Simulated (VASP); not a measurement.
Output of a VASP run:

**OSZICAR**
```
...
DAV:  11    -0.417817053921E+02    0.52720E-06   -0.90326E-08   416   0.354E-03
   6 F= -.34768459E+02 E0= -.34768459E+02  d E =-.665684E-01
       N       E                     dE             d eps       ncg     rms          rms(c)
DAV:   1    -0.418198416781E+02   -0.38136E-01   -0.33941E-01   832   0.377E+00    0.351E-01
DAV:   2    -0.418209858908E+02   -0.11442E-02   -0.15556E-02   987   0.929E-01    0.146E-01
DAV:   3    -0.418208150507E+02    0.17084E-03   -0.54197E-04   902   0.179E-01    0.744E-02
DAV:   4    -0.418207413864E+02    0.73664E-04   -0.32574E-04   897   0.134E-01    0.223E-02
DAV:   5    -0.418207317161E+02    0.96704E-05   -0.63745E-05   897   0.818E-02    0.111E-02
DAV:   6    -0.418207555251E+02   -0.23809E-04   -0.32129E-05   877   0.579E-02    0.310E-03
DAV:   7    -0.418207612205E+02   -0.56954E-05   -0.23748E-06   535   0.164E-02    0.124E-03
DAV:   8    -0.418207578286E+02    0.33919E-05   -0.68242E-07   416   0.856E-03    0.456E-04
DAV:   9    -0.418207600505E+02   -0.22219E-05   -0.13530E-07   416   0.409E-03    0.241E-04
DAV:  10    -0.418207595979E+02    0.45262E-06   -0.13193E-08   416   0.115E-03
   7 F= -.34769988E+02 E0= -.34769988E+02  d E =-.680980E-01
       N       E                     dE             d eps       ncg     rms          rms(c)
DAV:   1    -0.419338417834E+02   -0.11308E+00   -0.26084E-01   847   0.342E+00    0.599E-01
DAV:   2    -0.419317117199E+02    0.21301E-02   -0.87414E-03   877   0.721E-01    0.315E-01
DAV:   3    -0.419299918012E+02    0.17199E-02   -0.49434E-03   842   0.474E-01    0.613E-02
DAV:   4    -0.419300697833E+02   -0.77982E-04   -0.14989E-04   877   0.122E-01    0.441E-02
DAV:   5    -0.419299807586E+02    0.89025E-04   -0.10725E-04   842   0.983E-02    0.911E-03
DAV:   6    -0.419300586609E+02   -0.77902E-04   -0.97531E-05   832   0.924E-02    0.401E-03
DAV:   7    -0.419300824621E+02   -0.23801E-04   -0.30596E-06   913   0.164E-02    0.220E-03
DAV:   8    -0.419300772495E+02    0.52126E-05   -0.15617E-07   421   0.429E-03    0.140E-03
DAV:   9    -0.419300878611E+02   -0.10612E-04   -0.37146E-07   416   0.617E-03    0.376E-04
DAV:  10    -0.419300831770E+02    0.46841E-05   -0.65955E-08   416   0.275E-03    0.112E-04
DAV:  11    -0.419300831800E+02   -0.29514E-08   -0.63344E-09   416   0.923E-04
   8 F= -.34767132E+02 E0= -.34767132E+02  d E =0.285625E-02
       N       E                     dE             d eps       ncg     rms          rms(c)
DAV:   1    -0.418580092405E+02    0.72074E-01   -0.12479E-01   847   0.239E+00    0.417E-01
DAV:   2    -0.418569854903E+02    0.10238E-02   -0.40959E-03   887   0.496E-01    0.219E-01
DAV:   3    -0.418561424078E+02    0.84308E-03   -0.23491E-03   837   0.327E-01    0.437E-02
DAV:   4    -0.418562384486E+02   -0.96041E-04   -0.70880E-05   887   0.844E-02    0.312E-02
DAV:   5    -0.418561164950E+02    0.12195E-03   -0.61168E-05   847   0.750E-02    0.607E-03
DAV:   6    -0.418562540869E+02   -0.13759E-03   -0.51714E-05   832   0.685E-02    0.258E-03
DAV:   7    -0.418562459803E+02    0.81066E-05   -0.12775E-06   531   0.108E-02    0.148E-03
DAV:   8    -0.418562491063E+02   -0.31261E-05   -0.85835E-08   416   0.300E-03    0.100E-03
DAV:   9    -0.418562426622E+02    0.64441E-05   -0.17336E-07   416   0.416E-03    0.258E-04
DAV:  10    -0.418562459017E+02   -0.32395E-05   -0.29433E-08   416   0.185E-03    0.661E-05
DAV:  11    -0.418562457948E+02    0.10689E-06   -0.26596E-09   416   0.601E-04
   9 F= -.34770733E+02 E0= -.34770733E+02  d E =-.745184E-03
```

File OUTCAR:
```
------------------------ aborting loop because EDIFF is reached ----------------------------------------
  FORCE on cell =-STRESS in cart. coord.  units (eV):
  Direction    XX          YY          ZZ          XY          YZ          ZX
  --------------------------------------------------------------------------------------
  Total        7.0931379      7.0931375      7.0702495      0.0000000      0.0000000      0.0000000
  in kB      200.2152413    200.2152304    199.5691796      0.0000000      0.0000000      0.0000000
  external PRESSURE =      -0.0001162 kB  Pullay stress =     200.0000000 kB
  volume of cell :       56.76
      direct lattice vectors                 reciprocal lattice vectors
     1.791512102 -3.102989898  0.000000000     0.279093845 -0.161134911  0.000000000
     1.791512102  3.102989898 -0.000000000     0.279093845  0.161134911 -0.000000000
     0.000000000  0.000000000  5.105305646     0.000000000  0.000000000  0.195874658
 POSITION                                       TOTAL-FORCE (eV/Angst)
 -----------------------------------------------------------------------------------
      2.29005     -2.23950      3.40354         0.004869      0.008433      0.000000
      2.58595      0.00000      0.00000        -0.009737      0.000000     -0.000000
      2.29005      2.23950      1.70177         0.004869     -0.008433     -0.000000
 -----------------------------------------------------------------------------------
    total drift:                               -0.000250     -0.000423      0.000012
  FREE ENERGIE OF THE ION-ELECTRON SYSTEM (eV)
  ---------------------------------------------------
  free  energy   TOTEN  =       -41.8562457948 eV

  energy  without entropy=      -41.8562457948  energy(sigma->0) =      -41.85624579
  enthalpy is  TOTEN    =       -34.7707333597 eV   P V=        7.0855124352

 reached required accuracy - stopping structural energy minimisation
```
(Selected blocks of OUTCAR.)

File POSCAR:
```
Se
1
    1.8904006776    -3.2742699695     0.0000000000
    1.8904006776     3.2742699695    -0.0000000000
    0.0000000000     0.0000000000     5.1088300489
Se
3
Direct
  1.0000000000   0.2623669262   0.6666670000
  0.7376330738   0.7376330738   1.0000000000
  0.2623669262   1.0000000000   0.3333330000
```

Problem. Reconstruct the remaining input files.

Solution. This is not unique; one that fits is the input of the run itself, r2SCAN meta-GGA, plane waves, VASP's PBE PAW potentials (set 64).

KPOINTS:
```
Automatic
0
gamma
  7 7 5
```

INCAR:
```
# general
SYSTEM  = Se
PREC    = Accurate
ENCUT   = 500   # plane-wave cut-off (eV)
LREAL   = F   # projection in real space or not
LASPH   = T

# electronic loop
EDIFF   = 1E-6   # SCF stop (eV)
NELM    = 100
ALGO    = Normal   # blocked Davidson
LMAXMIX = 4
LMIXTAU = T

# smearing
ISMEAR  = 0   # Gaussian
SIGMA   = 0.05   # width (eV)

# functional
METAGGA = R2SCAN

# ions
IBRION  = 2   # conjugate gradients
NSW     = 40   # most ionic steps
ISIF    = 3   # ions, shape and volume
EDIFFG  = -0.02   # ionic stop
PSTRESS = 200   # kbar

# output
LWAVE   = F
LCHARG  = F
```

POTCAR, in this order: Se (PBE.64 set). Program: vasp_std.

Energy and stress use the plane-wave basis of the starting cell.

The compound is Se in the trig structure. This run relaxes it under an external pressure of 20 GPa. Symmetry was kept, so distortions that lower it aren't found.
